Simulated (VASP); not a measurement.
All values below come from PBE GGA, VASP's PBE PAW potentials (set 64) (plane waves; VASP).

A VASP calculation is set up with these files.

**KPOINTS**
```
Automatic mesh
0
Gamma
3 3 4
0 0 0
```

POSCAR:
```
ZnSiP2
1
   -2.7000000000     2.7000000000     5.2200000000
    2.7000000000    -2.7000000000     5.2200000000
    2.7000000000     2.7000000000    -5.2200000000
Zn Si P
2 2 4
Direct
 -0.0068210000  -0.0028100000  -0.0093010000
  0.7548010000   0.2540440000   0.5036760000
  0.4993580000   0.5011040000   0.0075560000
  0.2634710000   0.7517470000   0.5126490000
  0.8738960000   0.8584560000   0.4849520000
  0.1431000000   0.6152330000   0.0029920000
  0.3721810000   0.3931990000   0.5172120000
  0.6000140000   0.1290280000   0.9802640000
```

INCAR:
```
ALGO = Normal
EDIFF = 1E-6
EDIFFG = -0.01
ENCUT = 300
GGA = PE
IBRION = 2
ISIF = 3
ISMEAR = -1
LASPH = T
LCHARG = F
LMAXMIX = 4
LREAL = F
LWAVE = F
NELM = 100
NSW = 50
PREC = Accurate
SIGMA = 0.05
SYSTEM = ZnSiP2
```

POTCAR, in this order: Zn Si P (PBE.64 set). Program: vasp_std.

Question: What will the output report for the number of irreducible k-points (NKPTS), largest plane-wave count, number of space-group operations, FFT grid (NGX, NGY, NGZ)?

Answer: 
The number of irreducible k-points (NKPTS) comes out as 19 and the largest plane-wave count is 1810. The number of space-group operations comes out as 1 and the FFT grid (NGX, NGY, NGZ) is 40 × 40 × 40.

The structure is a typed ZnSiP2 crystal. In the starting cell atoms are displaced from their ideal sites. This run relaxes it. The k-mesh is coarse (spacing up to 0.44 per Å, 2π included), so the numbers may not be converged in it. The run is one of a series of settings (EDIFFG = -0.01, IBRION = 2, ISIF = 3, NSW = 50 against the base run), some of them coarse on purpose.
